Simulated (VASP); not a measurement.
These are PBE GGA with D3 dispersion (Becke-Johnson damping), VASP's PBE PAW potentials (set 64) (plane waves; VASP) values and carry that method's errors.

Input for VASP

**INCAR**
```
ALGO=Normal
EDIFF=1E-7
ENCUT=520
GGA=PE
ISIF=2
ISMEAR=-5
IVDW=12
LASPH=.True.
LCHARG=.True.
LEFG=.True.
LMAXMIX=4
LORBIT=11
LREAL=.False.
LWAVE=.False.
NEDOS=601
NELM=100
PREC=Accurate
SYSTEM=BaF2
```

**POSCAR**
```
BaF2
1
    0.0000000000     3.1239328698     3.1239328698
    3.1239328698     0.0000000000     3.1239328698
    3.1239328698     3.1239328698     0.0000000000
Ba F
1 2
Direct
  0.0000000000   0.0000000000   0.0000000000
  0.2500000000   0.2500000000   0.2500000000
  0.7500000000   0.7500000000   0.7500000000
```

File KPOINTS:
```
K-points
0
gamma
7 7 7
```

POTCAR, in this order: Ba_sv F (PBE.64 set). Program: vasp_std.

Task: What will the output report for the number of irreducible k-points (NKPTS), largest plane-wave count, number of space-group operations, FFT grid (NGX, NGY, NGZ)?

Result: 
```json
{
 "number of irreducible k-points (NKPTS)": "20",
 "largest_plane_wave_count": "1652",
 "number_of_space_group_operations": "48",
 "FFT grid (NGX, NGY, NGZ)": "36 × 36 × 36"
}
```

The compound is BaF2 in the fluorite structure. It was relaxed first.
